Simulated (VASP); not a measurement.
Method: PBE GGA with D3 dispersion (Becke-Johnson damping), VASP's PBE PAW potentials (set 64) (plane waves; VASP).

A VASP calculation is set up with these files.

INCAR:
```
ALGO  =  Normal
EDIFF  =  1E-7
ENCUT  =  520
GGA  =  PE
ISIF  =  2
ISMEAR  =  -5
IVDW  =  12
LASPH  =  .TRUE.
LCHARG  =  .TRUE.
LEFG  =  .TRUE.
LMAXMIX  =  4
LORBIT  =  11
LREAL  =  .FALSE.
LWAVE  =  .FALSE.
NEDOS  =  601
NELM  =  100
PREC  =  Accurate
SYSTEM  =  Se
```

KPOINTS:
```
Automatic mesh
0
Gamma
7 7 5
0 0 0
```

### POSCAR
```
Se
1
    2.0376244424    -3.5292690494    -0.0000000000
    2.0376244424     3.5292690494     0.0000000000
    0.0000000000    -0.0000000000     5.1355232305
Se
3
Direct
  0.0000000000   0.2464482788   0.6666670000
  0.7535517212   0.7535517212   0.0000000000
  0.2464482788   0.0000000000   0.3333330000
```

POTCAR, in this order: Se (PBE.64 set). Program: vasp_std.

Task: What will the output report for the number of irreducible k-points (NKPTS), largest plane-wave count, number of space-group operations, FFT grid (NGX, NGY, NGZ)?

Result: 
```
Property                                       Value
--------------------------------------  ------------
number of irreducible k-points (NKPTS)            32
largest plane-wave count                        2007
number of space-group operations                   6
FFT grid (NGX, NGY, NGZ)                30 × 30 × 40
```

The compound is Se in the trig structure. It was relaxed first, which changed the volume by -10 %.
